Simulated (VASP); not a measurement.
A convergence study with VASP on TiS2 (space group P-3m1): one setting is varied, all else stays as given below, so the limit is that of these other settings.

```
CELL_PARAMETERS angstrom
      1.69647    -2.93838     0.00000
      1.69647     2.93838     0.00000
      0.00000     0.00000     5.67150
ATOMIC_POSITIONS crystal
  Ti 0.00000 0.00000 0.00000
  S  0.33333 0.66667 0.25000
  S  0.66667 0.33333 0.75000
```

Calculation: PBEsol GGA, VASP's PBE PAW potentials (set 64) (plane waves; VASP). The tightest run used: 300 eV cut-off, 13×13×7 Γ-centred mesh, Fermi-Dirac smearing of 0.10 eV, potentials Ti_sv S.

| setting | highest Γ mode (cm⁻¹) | irreducible k-points |
|---|---|---|
| 3×3×2 mesh | 346.1 | 6 |
| 4×4×2 mesh | 363.7 | 8 |
| 5×5×3 mesh | 360.8 | 12 |

**Question.** These are the cheaper rows. Estimate the results at 13×13×7 mesh, and how far the last row shown lies from them.

**Answer.** 
| quantity | tightest run | last row shown is off by |
|---|---|---|
| highest Γ mode (cm⁻¹) | 364.7 | -3.8 |

Left out are rungs that failed or repeat a setting and relaxations that didn't move; long series are thinned to 24 rows.

The structure is a typed TiS2 crystal (space group no. 164). The cell was not relaxed at this level.
